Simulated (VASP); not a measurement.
# Lattice of SiC (Moissanite 3C) across functionals and dispersion corrections, part 2 of 3

Aim: relax SiC (Moissanite 3C) at several levels and hold each cell against experiment. The start is a cell from a database of measured crystal structures.

VASP 6.6.1, plane waves and PAW; the level of theory is named at each step.

So far. Step 2 (Relaxation with LDA): It ends with forces that vanish by symmetry and a pressure of -0.01 GPa. The volume lies -1.3 % from that of the database's start, which holds the thermal and zero-point expansion of its experiment. The conventional cell has a = 4.340 Å. Step 3 (Relaxation with PBE): It ends at 10.50 Å³/atom, +1.5 % from the start, with 0.00 GPa left. The conventional cell has a = 4.379 Å.

## Step 4: Relaxation with r2SCAN

This step: r2SCAN; plane waves and PAW (Si, C) (VASP 6.6.1).

r2SCAN adds the kinetic-energy density, costs more than a GGA and is run with LASPH.

Input file INCAR:

```
SYSTEM = SiC
PREC = Accurate
ENCUT = 560
EDIFF = 1E-06
NELM = 100
ISMEAR = -1
SIGMA = 0.05
LREAL = .FALSE.
ALGO = Normal
METAGGA = R2SCAN
LASPH = .TRUE.
NBANDS = 10
LORBIT = 11
LWAVE = .FALSE.
LCHARG = .FALSE.
KPAR = 2
IBRION = 2
NSW = 60
ISIF = 3
EDIFFG = -0.01
```

Input file POSCAR:

```
SiC
1.0
    0.0000000000      2.1790000000      2.1790000000
    2.1790000000      0.0000000000      2.1790000000
    2.1790000000      2.1790000000      0.0000000000
Si C
1 1
Direct
    0.0000000000      0.0000000000      0.0000000000
    0.2500000000      0.2500000000      0.2500000000
```

Input file KPOINTS:

```
Automatic mesh
0
Gamma
10 10 10
0 0 0
```

The projector-augmented-wave data sets are Si and C (PBE family, release 64).

On the command line:

```
$ mpirun -np 2 vasp_std
```

Numbers of over 12 decimals in the logs are rounded to 6 here.

The program printed:

```text
[banner, memory and clock lines left out]
running    2 mpi-ranks, on    1 nodes
[...]
[... a notice as in an earlier step ...]

 LDA part: xc-table for (None), standard interpolation
 POSCAR, INCAR and KPOINTS ok, starting setup
[...]
entering main loop
       N       E                     dE             d eps       ncg     rms          rms(c)
DAV:   1    -0.996427326135E+00   -0.99643E+00   -0.42176E+03   972   0.731E+02
DAV:   2    -0.216235760491E+02   -0.20627E+02   -0.19141E+02  1266   0.118E+02
DAV:   3    -0.223221847681E+02   -0.69861E+00   -0.69703E+00  1090   0.183E+01
DAV:   4    -0.223248916672E+02   -0.27069E-02   -0.27066E-02  1088   0.148E+00
[...]
DAV:   9    -0.193273867041E+02   -0.33598E-03   -0.34032E-04  1262   0.188E-01    0.135E-01
DAV:  10    -0.193274707705E+02   -0.84066E-04   -0.71413E-05   982   0.859E-02    0.118E-02
DAV:  11    -0.193274700475E+02    0.72305E-06   -0.77174E-07  1054   0.713E-03
   1 F= -.19327470E+02 E0= -.19327470E+02  d E =-.193275E+02
[...]
DAV:   1    -0.193274885364E+02   -0.17766E-04   -0.58803E-03   952   0.551E-01    0.906E-02
DAV:   2    -0.193274611983E+02    0.27338E-04   -0.31362E-04  1014   0.106E-01    0.490E-02
DAV:   3    -0.193274531152E+02    0.80831E-05   -0.40315E-05   984   0.416E-02    0.129E-02
DAV:   4    -0.193274520345E+02    0.10807E-05   -0.42269E-06  1082   0.129E-02    0.707E-03
DAV:   5    -0.193274524380E+02   -0.40353E-06   -0.17346E-07   490   0.304E-03
   2 F= -.19327452E+02 E0= -.19327452E+02  d E =0.176095E-04
 trial-energy change:    0.000018  1 .order    0.000019   -0.000338    0.000377
 step:   0.4728(harm=  0.4728)  dis= 0.00000  next Energy=   -19.327550 (dE=-0.798E-04)
[...]
N       E                     dE             d eps       ncg     rms          rms(c)
DAV:   1    -0.193275617998E+02   -0.10977E-03   -0.16295E-03   950   0.290E-01    0.481E-02
DAV:   2    -0.193275547252E+02    0.70746E-05   -0.87373E-05  1008   0.556E-02    0.262E-02
DAV:   3    -0.193275522539E+02    0.24713E-05   -0.11166E-05   974   0.219E-02    0.692E-03
DAV:   4    -0.193275514275E+02    0.82637E-06   -0.11350E-06   754   0.678E-03
   3 F= -.19327551E+02 E0= -.19327551E+02  d E =-.813800E-04
[...]
reached required accuracy - stopping structural energy minimisation
```

Run time: 61 s. Hardware: 2 MPI ranks of AMD EPYC 7R43, shared host; peak memory 0.22 GiB; 2 min of CPU time.

From OUTCAR (step 4):

```text
  Total       -0.0000029     -0.0000029     -0.0000029     -0.0000000     -0.0000000     -0.0000000
  in kB       -0.0002272     -0.0002272     -0.0002272     -0.0000000     -0.0000000     -0.0000000
  external PRESSURE =      -0.0002272 kB  Pullay stress =       0.0000000 kB

 POSITION                                       TOTAL-FORCE (eV/Angst)
 -----------------------------------------------------------------------------------
      0.00000      0.00000      0.00000        -0.000000     -0.000000     -0.000000
      1.08865      1.08865      1.08865         0.000000      0.000000      0.000000
 -----------------------------------------------------------------------------------
    total drift:                               -0.000001     -0.000001     -0.000001

  FREE ENERGIE OF THE ION-ELECTRON SYSTEM (eV)
  ---------------------------------------------------
  free  energy   TOTEN  =       -19.3275514275 eV

  energy  without entropy=      -19.3275514270  energy(sigma->0) =      -19.32755143

[... 2 parts as in an earlier step ...]

[... 2 further parts left out ...]
[key lines of the parts left out:]
E-fermi :   8.8830
```

The PAW data sets were made with PBE, which is usual practice but a small mismatch for other functionals.

Little changed from the start: no atom moved by 0.005 Å and no cell edge by 0.1 %.

It ends at 10.32 Å³/atom, -0.2 % from the start, with 0.00 GPa left. The conventional cell has a = 4.355 Å.

## Step 5: Relaxation with PBE + D3(BJ)

This step: PBE with D3(BJ); plane waves and PAW (Si, C) (VASP 6.6.1).

A dispersion term adds the long-range attraction that semilocal functionals lack. D3 with Becke-Johnson damping keeps a finite attraction at short range.

Edit INCAR of step 4 so:

```diff
@@ -9,4 +9,4 @@
 ALGO = Normal
-METAGGA = R2SCAN
-LASPH = .TRUE.
+GGA = PE
+IVDW = 12
 NBANDS = 10
```

POSCAR is that of step 4.

KPOINTS is that of step 4.

On the command line:

```
$ mpirun -np 2 vasp_std
```

The program printed:

```text
[... set-up lines as in an earlier step ...]
 entering main loop
       N       E                     dE             d eps       ncg     rms          rms(c)
[... 12 cycles as in an earlier step ...]
   1 F= -.15660286E+02 E0= -.15660286E+02  d E =-.156603E+02
[...]
N       E                     dE             d eps       ncg     rms          rms(c)
DAV:   1    -0.150505469928E+02    0.75125E-02   -0.52886E-02   944   0.166E+00    0.261E-01
DAV:   2    -0.150496216086E+02    0.92538E-03   -0.22559E-03   968   0.271E-01    0.131E-01
DAV:   3    -0.150494296295E+02    0.19198E-03   -0.32659E-04  1024   0.110E-01    0.347E-02
DAV:   4    -0.150493994241E+02    0.30205E-04   -0.48583E-05   974   0.352E-02    0.153E-02
DAV:   5    -0.150493995888E+02   -0.16477E-06   -0.17990E-06   664   0.867E-03
   2 F= -.15660249E+02 E0= -.15660249E+02  d E =0.371236E-04
 trial-energy change:    0.000037  1 .order    0.000069   -0.002775    0.002914
 step:   0.4963(harm=  0.4878)  dis= 0.00000  next Energy=   -15.660979 (dE=-0.693E-03)
[...]
N       E                     dE             d eps       ncg     rms          rms(c)
DAV:   1    -0.150547998167E+02   -0.54004E-02   -0.13322E-02   950   0.827E-01    0.130E-01
DAV:   2    -0.150545590368E+02    0.24078E-03   -0.58234E-04   966   0.137E-01    0.654E-02
DAV:   3    -0.150545068562E+02    0.52181E-04   -0.81684E-05  1026   0.551E-02    0.177E-02
DAV:   4    -0.150544968313E+02    0.10025E-04   -0.12466E-05   968   0.178E-02    0.762E-03
DAV:   5    -0.150544962185E+02    0.61281E-06   -0.44784E-07   484   0.436E-03
   3 F= -.15660981E+02 E0= -.15660981E+02  d E =-.694971E-03
[...]
reached required accuracy - stopping structural energy minimisation
```

Elapsed: 14 s, on 2 MPI ranks; peak memory 0.23 GiB.

OUTCAR, selected parts (step 5):

```text
 Edisp (eV)   -0.61085

 Edisp (eV)   -0.60648

  Total       0.00129     0.00129     0.00129     0.00000    -0.00000    -0.00000
  in kB       0.10047     0.10047     0.10047     0.00000    -0.00000    -0.00000
  external pressure =        0.10 kB  Pullay stress =        0.00 kB

 POSITION                                       TOTAL-FORCE (eV/Angst)
 -----------------------------------------------------------------------------------
      0.00000      0.00000      0.00000         0.000000      0.000000      0.000000
      1.08695      1.08695      1.08695        -0.000000     -0.000000     -0.000000
 -----------------------------------------------------------------------------------
    total drift:                                0.000000      0.000000      0.000000

  FREE ENERGIE OF THE ION-ELECTRON SYSTEM (eV)
  ---------------------------------------------------
  free  energy   TOTEN  =       -15.6609811601 eV

  energy  without entropy=      -15.6609811419  energy(sigma->0) =      -15.66098115

[... 2 parts as in an earlier step ...]

[... 2 further parts left out ...]
[key lines of the parts left out:]
E-fermi :   8.8808
```

Relaxation path:

```
step  energy less that of the first step (eV)  largest force (eV/Å)  pressure (GPa)  volume (Å³)
   1                                   0.0000                0.0000           -1.52        20.69
   2                                   0.0000                0.0000            1.61        20.40
   3                                  -0.0007                0.0000            0.01        20.55
```

```
conventional cell, symmetrised  before  after  change
                         a (Å)   4.358  4.348  -0.2 %
                         b (Å)   4.358  4.348  -0.2 %
                         c (Å)   4.358  4.348  -0.2 %
              volume (Å³/atom)   10.35  10.27  -0.7 %
```

Final coordinates:

```cif
data_structure
_symmetry_space_group_name_H-M 'P 1'
_symmetry_Int_Tables_number 1
_cell_length_a 3.0743
_cell_length_b 3.0743
_cell_length_c 3.0743
_cell_angle_alpha 60.000
_cell_angle_beta 60.000
_cell_angle_gamma 60.000
_cell_volume 20.55
loop_
_atom_site_label
_atom_site_type_symbol
_atom_site_fract_x
_atom_site_fract_y
_atom_site_fract_z
_atom_site_occupancy
Si1 Si 0.00000 0.00000 0.00000 1
C2 C 0.25000 0.25000 0.25000 1
```

It ends at 10.27 Å³/atom, -0.7 % from the start, with 0.01 GPa left. The conventional cell has a = 4.348 Å. Against plain PBE, the dispersion term moves a by -0.7 %.

## Step 6: Relaxation with r2SCAN + rVV10

This step: r2SCAN with rVV10; plane waves and PAW (Si, C) (VASP 6.6.1).

LUSE_VDW switches on a nonlocal correlation term for dispersion.

Edit INCAR of step 5 so:

```diff
@@ -9,4 +9,8 @@
 ALGO = Normal
-GGA = PE
-IVDW = 12
+METAGGA = R2SCAN
+LUSE_VDW = .TRUE.
+IVDW_NL = 2
+BPARAM = 11.95
+CPARAM = 0.0093
+LASPH = .TRUE.
 NBANDS = 10
```

POSCAR is that of step 5.

KPOINTS is that of step 5.

On the command line:

```
$ mpirun -np 2 vasp_std
```

The program printed:

```text
[banner, memory and clock lines left out]
running    2 mpi-ranks, on    1 nodes
[...]
|                                                                             |
|               ----> ADVICE to this user running VASP <----                  |
|                                                                             |
|     You have switched on vdW-DFT.                                           |
|     This routine was written and supplied by Jiri Klimes. We recommend      |
|     that you carefully read and cite the following publications:            |
|       J. Klimes, D.R. Bowler, A. Michelides                                 |
|          J. Phys.: Cond Matt. 22 022201 (2010)                              |
|       J. Klimes, D.R. Bowler, A. Michelides                                 |
|          Phys. Rev. B. 83, 195131 (2011)                                    |
|     and references therein.                                                 |
|                                                                             |

[...]
DAV:   1    -0.192225223076E+02   -0.49532E-03   -0.72341E-03   952   0.610E-01    0.102E-01
Total rVV10 correction in eV:      0.1045897     9.4144870
Total rVV10 correction in eV:      0.1045897     9.4144870
DAV:   2    -0.192224895412E+02    0.32766E-04   -0.39336E-04  1004   0.118E-01    0.554E-02
Total rVV10 correction in eV:      0.1046925     9.4144870
Total rVV10 correction in eV:      0.1046925     9.4144870
DAV:   3    -0.192224786359E+02    0.10905E-04   -0.49521E-05   974   0.460E-02    0.147E-02
Total rVV10 correction in eV:      0.1047269     9.4144870
Total rVV10 correction in eV:      0.1047269     9.4144870
DAV:   4    -0.192224756897E+02    0.29462E-05   -0.51776E-06  1110   0.142E-02    0.772E-03
Total rVV10 correction in eV:      0.1047358     9.4144870
Total rVV10 correction in eV:      0.1047358     9.4144870
DAV:   5    -0.192224751956E+02    0.49409E-06   -0.20693E-07   490   0.333E-03
Total rVV10 correction in eV:      0.1047369     9.4144870
Total rVV10 correction in eV:      0.1047369     9.4144870
Total rVV10 correction in eV:      0.1047373     9.4144870
Total rVV10 correction in eV:      0.1047373     9.4144870
   3 F= -.19222475E+02 E0= -.19222475E+02  d E =-.357098E-03
[...]
reached required accuracy - stopping structural energy minimisation
```

Wall time 91 s (2 MPI ranks); peak memory 0.37 GiB.

OUTCAR, selected parts (step 6):

```text
  Total        0.0000209      0.0000209      0.0000209      0.0000000      0.0000000      0.0000000
  in kB        0.0016230      0.0016230      0.0016230      0.0000000      0.0000000      0.0000000
  external PRESSURE =       0.0016230 kB  Pullay stress =       0.0000000 kB

 POSITION                                       TOTAL-FORCE (eV/Angst)
 -----------------------------------------------------------------------------------
      0.00000      0.00000      0.00000        -0.000000     -0.000000      0.000000
      1.08771      1.08771      1.08771         0.000000      0.000000     -0.000000
 -----------------------------------------------------------------------------------
    total drift:                               -0.000001     -0.000001     -0.000001

  FREE ENERGIE OF THE ION-ELECTRON SYSTEM (eV)
  ---------------------------------------------------
  free  energy   TOTEN  =       -19.2224751956 eV

  energy  without entropy=      -19.2224751949  energy(sigma->0) =      -19.22247520

[... 2 parts as in an earlier step ...]

[... 2 further parts left out ...]
[key lines of the parts left out:]
E-fermi :   8.9032
```

It ends at 10.30 Å³/atom, -0.5 % from the start, with 0.00 GPa left. The conventional cell has a = 4.351 Å. Against plain r2SCAN, the dispersion term moves a by -0.1 %.

## Step 7: Relaxation with optB86b-vdW

This step: optB86b-vdW; plane waves and PAW (Si, C) (VASP 6.6.1).

optB86b-vdW pairs nonlocal correlation with a less repulsive exchange of B86b form.

Edit INCAR of step 6 so:

```diff
@@ -9,7 +9,7 @@
 ALGO = Normal
-METAGGA = R2SCAN
+GGA = MK
+AGGAC = 0
 LUSE_VDW = .TRUE.
-IVDW_NL = 2
-BPARAM = 11.95
-CPARAM = 0.0093
+PARAM1 = 0.1234
+PARAM2 = 1
 LASPH = .TRUE.
```

POSCAR is that of step 6.

KPOINTS is that of step 6.

On the command line:

```
$ mpirun -np 2 vasp_std
```

The program printed:

```text
[banner, memory and clock lines left out]
running    2 mpi-ranks, on    1 nodes
[...]
[... a notice as in an earlier step ...]

 [... a notice as in an earlier step ...]

 LDA part: xc-table for (Slater+PW92), standard interpolation
 POSCAR, INCAR and KPOINTS ok, starting setup
[...]
entering main loop
       N       E                     dE             d eps       ncg     rms          rms(c)
DAV:   1     0.601876979810E+01    0.60188E+01   -0.40771E+03   972   0.708E+02
DAV:   2    -0.141501246551E+02   -0.20169E+02   -0.18758E+02  1254   0.114E+02
DAV:   3    -0.148504419169E+02   -0.70032E+00   -0.69875E+00  1110   0.181E+01
DAV:   4    -0.148531598387E+02   -0.27179E-02   -0.27176E-02  1090   0.145E+00
[...]
DAV:  10    -0.129798174869E+02   -0.96481E-04   -0.22262E-04  1022   0.101E-01    0.249E-02
DAV:  11    -0.129798193414E+02   -0.18545E-05   -0.35349E-05  1048   0.347E-02    0.917E-03
DAV:  12    -0.129798198593E+02   -0.51788E-06   -0.13293E-06   628   0.795E-03
[...]
DAV:   4    -0.129797018256E+02    0.86893E-04   -0.12764E-04   974   0.563E-02    0.213E-02
DAV:   5    -0.129796993891E+02    0.24365E-05   -0.44789E-06  1042   0.136E-02    0.144E-02
DAV:   6    -0.129796983413E+02    0.10479E-05   -0.47363E-07   486   0.541E-03    0.404E-03
DAV:   7    -0.129796985774E+02   -0.23615E-06   -0.11006E-07   486   0.210E-03
   2 F= -.12979699E+02 E0= -.12979699E+02  d E =0.121282E-03
 trial-energy change:    0.000121  1 .order    0.000054   -0.006541    0.006649
 step:   0.4883(harm=  0.4959)  dis= 0.00000  next Energy=   -12.981409 (dE=-0.159E-02)
[...]
N       E                     dE             d eps       ncg     rms          rms(c)
DAV:   1    -0.129821110463E+02   -0.24127E-02   -0.32469E-02   944   0.129E+00    0.200E-01
DAV:   2    -0.129815296000E+02    0.58145E-03   -0.14715E-03   970   0.215E-01    0.992E-02
DAV:   3    -0.129814181912E+02    0.11141E-03   -0.19602E-04  1028   0.852E-02    0.284E-02
DAV:   4    -0.129814008192E+02    0.17372E-04   -0.32931E-05   980   0.287E-02    0.112E-02
DAV:   5    -0.129814011503E+02   -0.33106E-06   -0.11508E-06   546   0.702E-03
   3 F= -.12981401E+02 E0= -.12981401E+02  d E =-.158129E-02
[...]
reached required accuracy - stopping structural energy minimisation
```

Elapsed: 55 s, on 2 MPI ranks; peak memory 0.48 GiB; 1.8 min of CPU time.

OUTCAR, selected parts (step 7):

```text
  Total        0.0007667      0.0007667      0.0007667      0.0000000      0.0000000     -0.0000000
  in kB        0.0587427      0.0587427      0.0587427      0.0000000      0.0000000     -0.0000000
  external PRESSURE =       0.0587427 kB  Pullay stress =       0.0000000 kB

 POSITION                                       TOTAL-FORCE (eV/Angst)
 -----------------------------------------------------------------------------------
      0.00000      0.00000      0.00000        -0.000000     -0.000000     -0.000000
      1.09336      1.09336      1.09336         0.000000      0.000000      0.000000
 -----------------------------------------------------------------------------------
    total drift:                                0.000000      0.000000      0.000000

  FREE ENERGIE OF THE ION-ELECTRON SYSTEM (eV)
  ---------------------------------------------------
  free  energy   TOTEN  =       -12.9814011503 eV

  energy  without entropy=      -12.9814011395  energy(sigma->0) =      -12.98140114

[... 2 parts as in an earlier step ...]

[... 2 further parts left out ...]
[key lines of the parts left out:]
E-fermi :   8.6772
```

It ends at 10.46 Å³/atom, +1.1 % from the start, with 0.01 GPa left. The conventional cell has a = 4.373 Å.

(Continued in part 3 of 3.)

[Lines on the potential files, build, host, timing and source positions are cut from VASP's logs without a mark.]

[Logs are printed without paths, hosts, clocks, repeated set-up lines and the standing remarks that a program may print on its own settings, such as how far it seeks lower states.]

[Hosts, paths, dates, database ids (printed as entryN), source tags and the programs' standing remarks are cut or masked in the printed files.]

[Measured values are set beside computed ones only where the two were judged alike; some that the calculation misses by far are left out.]
